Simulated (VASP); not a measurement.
Output of a VASP run:

File OSZICAR:
```
       N       E                     dE             d eps       ncg     rms          rms(c)
DAV:   1     0.415770979290E+02    0.41577E+02   -0.88198E+03  1456   0.121E+03
DAV:   2    -0.626044602868E+01   -0.47838E+02   -0.46852E+02  1541   0.251E+02
DAV:   3    -0.838080178812E+01   -0.21204E+01   -0.19822E+01  1985   0.303E+01
DAV:   4    -0.842663627698E+01   -0.45834E-01   -0.45699E-01  1680   0.466E+00
DAV:   5    -0.842795456583E+01   -0.13183E-02   -0.13184E-02  2081   0.624E-01    0.231E+01
DAV:   6    -0.843190064009E+01   -0.39461E-02   -0.24345E-02  1720   0.136E+00    0.139E+01
DAV:   7    -0.844308031195E+01   -0.11180E-01   -0.46909E-02  1695   0.190E+00    0.229E-01
DAV:   8    -0.844288151880E+01    0.19879E-03   -0.23185E-03  1681   0.389E-01    0.634E-02
DAV:   9    -0.844290737030E+01   -0.25851E-04   -0.22579E-04  1821   0.120E-01    0.379E-02
DAV:  10    -0.844289912070E+01    0.82496E-05   -0.39715E-05  1666   0.457E-02    0.511E-02
DAV:  11    -0.844290170337E+01   -0.25827E-05   -0.65347E-06  1621   0.200E-02    0.213E-03
DAV:  12    -0.844290200014E+01   -0.29676E-06   -0.31706E-07   913   0.516E-03
   1 F= -.84429020E+01 E0= -.84437066E+01  d E =-.844290E+01
       N       E                     dE             d eps       ncg     rms          rms(c)
DAV:   1    -0.844328494301E+01   -0.38324E-03   -0.71199E-03  1471   0.669E-01    0.100E-01
DAV:   2    -0.844304243639E+01    0.24251E-03   -0.47683E-04  1511   0.187E-01    0.468E-02
DAV:   3    -0.844294198950E+01    0.10045E-03   -0.27549E-04  1636   0.126E-01    0.187E-02
DAV:   4    -0.844294113548E+01    0.85402E-06   -0.13489E-05  1751   0.318E-02    0.138E-02
DAV:   5    -0.844293894147E+01    0.21940E-05   -0.16982E-06  1160   0.940E-03    0.164E-03
DAV:   6    -0.844293884129E+01    0.10017E-06   -0.11460E-07   793   0.268E-03
   2 F= -.84429388E+01 E0= -.84437611E+01  d E =-.368412E-04
```

**OUTCAR**
```
------------------------ aborting loop because EDIFF is reached ----------------------------------------
  FORCE on cell =-STRESS in cart. coord.  units (eV):
  Direction    XX          YY          ZZ          XY          YZ          ZX
  --------------------------------------------------------------------------------------
  Total       -0.0005150     -0.0005150     -0.0027916      0.0000000     -0.0000000      0.0000000
  in kB       -0.0121401     -0.0121401     -0.0658060      0.0000000     -0.0000000      0.0000000
  external PRESSURE =      -0.0300288 kB  Pullay stress =       0.0000000 kB
  volume of cell :       67.97
      direct lattice vectors                 reciprocal lattice vectors
     1.853175841 -3.209794219  0.000000000     0.269807100 -0.155773226  0.000000000
     1.853175841  3.209794219  0.000000000     0.269807100  0.155773226  0.000000000
     0.000000000  0.000000000  5.713032382    -0.000000000  0.000000000  0.175038392
 POSITION                                       TOTAL-FORCE (eV/Angst)
 -----------------------------------------------------------------------------------
      1.85318      1.06993      1.42826        -0.000000      0.000000      0.000000
      1.85318     -1.06993      4.28477         0.000000     -0.000000      0.000000
 -----------------------------------------------------------------------------------
    total drift:                                0.000005      0.000115     -0.000011
  FREE ENERGIE OF THE ION-ELECTRON SYSTEM (eV)
  ---------------------------------------------------
  free  energy   TOTEN  =        -8.4429388413 eV

  energy  without entropy=       -8.4454056248  energy(sigma->0) =       -8.44376110

 reached required accuracy - stopping structural energy minimisation
```
(Selected blocks of OUTCAR.)

**POSCAR**
```
Tb
1
    1.8517380338    -3.2073038638    -0.0000000000
    1.8517380338     3.2073038638    -0.0000000000
    0.0000000000    -0.0000000000     5.7086299076
Tb
2
Direct
  0.3333330000   0.6666670000   0.2500000000
  0.6666670000   0.3333330000   0.7500000000
```

Q: Reconstruct the remaining input files.

A: Several could match; the one computed here: the input of the run itself, RPBE GGA, plane waves, VASP's PBE PAW potentials (set 64).

**KPOINTS**
```
Regular mesh
0
G
 10 10 6
```

### INCAR
```
ALGO = Normal
EDIFF = 1E-6
EDIFFG = -0.01
ENCUT = 520
GGA = RP
IBRION = 2
ISIF = 3
ISMEAR = 1
LASPH = .TRUE.
LCHARG = .FALSE.
LMAXMIX = 6
LREAL = .FALSE.
LWAVE = .FALSE.
NELM = 100
NSW = 60
PREC = Accurate
SIGMA = 0.1
SYSTEM = Tb
```

POTCAR, in this order: Tb_3 (PBE.64 set). Program: vasp_std.

The 4f electrons are frozen in the core of the lanthanide potential, so 4f levels, which can set the real gap, and their magnetism are missing.

The compound is Tb in the hcp structure. This run relaxes it. Symmetry was kept, so distortions that lower it aren't found. The start is the result of an earlier pass.
